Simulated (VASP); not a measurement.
A run of VASP 6.6.1 is set up as follows.

File POSCAR:

```
Al
1.0
    0.0000000000      2.0248050000      2.0248050000
    2.0248050000      0.0000000000      2.0248050000
    2.0248050000      2.0248050000      0.0000000000
Al
1
Direct
    0.0000000000      0.0000000000      0.0000000000
```

File INCAR.step1:

```
SYSTEM = Al
PREC = Accurate
ENCUT = 600
EDIFF = 1E-8
ISMEAR = 0
SIGMA = 0.1
LREAL = .FALSE.
LASPH = .TRUE.
NELM = 100
ALGO = Normal
ISIF = 3
LWAVE = .FALSE.
LCHARG = .FALSE.
METAGGA = R2SCAN
LMIXTAU = .TRUE.
IBRION = 2
NSW = 40
EDIFFG = -0.002
```

File INCAR.step2:

```
SYSTEM = Al
PREC = Accurate
ENCUT = 600
EDIFF = 1E-8
ISMEAR = 0
SIGMA = 0.1
LREAL = .FALSE.
LASPH = .TRUE.
NELM = 100
ALGO = Normal
ISIF = 3
LWAVE = .FALSE.
LCHARG = .FALSE.
METAGGA = R2SCAN
LMIXTAU = .TRUE.
IBRION = 6
NFREE = 2
POTIM = 0.015
NSW = 1
```

The input KPOINTS:

```
regular mesh
0
G
  13 13 13
  0 0 0
```

Potentials or basis: VASP PAW PBE potentials, release 64 (Al).

Launch:

```bash
$ cat potpaw_PBE.64/Al/POTCAR > POTCAR
$ cp INCAR.step1 INCAR
$ mpirun -np 1 vasp_std > vasp.out
$ cp CONTCAR POSCAR
$ cp INCAR.step2 INCAR
$ mpirun -np 1 vasp_std > vasp.out
```

(1) Estimate the elastic constants C11, C12, C44.

(2) Predict the Voigt bulk modulus.

(3) Predict the space group after relaxing (to 0.05 Å).

(4) Predict the relaxed volume.

(5) What does it give for the relaxed cell?

## Answers

(1) 150, 65, 36 GPa.

(2) 93 GPa.

(3) Fm-3m (No. 225).

(4) 15.86 Å³/atom.

(5) a = 2.820 Å, b = 2.820 Å, c = 2.820 Å, α = 60.00°, β = 60.00°, γ = 60.00°.

Caveat: the PAW data sets were made with another functional, which shifts forces and pressure a little.
